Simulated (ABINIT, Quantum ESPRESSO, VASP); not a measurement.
**Code comparison for AlN (P6_3mc, 4 atoms in the cell)**

Self-consistent single point, at a second geometry (lattice scaled by 0.98). First geometry:

```
CELL_PARAMETERS angstrom
      3.12859     0.00000     0.00000
     -1.56429     2.70944     0.00000
      0.00000     0.00000     5.01696
ATOMIC_POSITIONS crystal
  Al 0.66667 0.33333 0.49929
  Al 0.33333 0.66667 0.99929
  N  0.66667 0.33333 0.88071
  N  0.33333 0.66667 0.38071
```

Shared settings, as Quantum ESPRESSO writes them: occupations = smearing; smearing = fermi-dirac; degauss = 0.00147 Ry; K_POINTS = automatic 10 10 6 0 0 0. Potentials and cutoffs stand in the table.

```tsv
code	model	ΔF from the first geometry (meV/atom)	pressure (GPa)	largest force (eV/Å)	gap on the mesh (eV)	cutoff
VASP	PBE, VASP's PBE PAW potentials (set 64)	–	–	–	4.591	400 eV
Quantum ESPRESSO	PBE, PseudoDojo standard norm-conserving (PBE) pseudopotentials	24.2	13.12	0.026	4.592	85 Ry
ABINIT	PBE, PAW (JTH v2.0 PBE PAW)	27.8	14.11	0.024	4.572	26 Ha
```

A dash marks a value that a program does not give, or that is left out as unsure.

Gaps are read on the mesh.

The spread over the programs that give each value: ΔF from the first geometry within 3.6 meV/atom; pressure within 0.99 GPa; largest force within 0.002 eV/Å; gap on the mesh within 0.020 eV.

VASP's run is marked for a possible Pulay error in its stress at this cutoff; no cutoff test was made.

The starting cell comes from a database of computed structures (which also holds hypothetical and non-ambient phases and stackings), without a prior relaxation at this level. For this run, on top of that: lattice scaled by 0.98.

Left out of this page: Ansatz, GPAW, CP2K, FLEUR and SIESTA (not drawn, or without a comparable value).
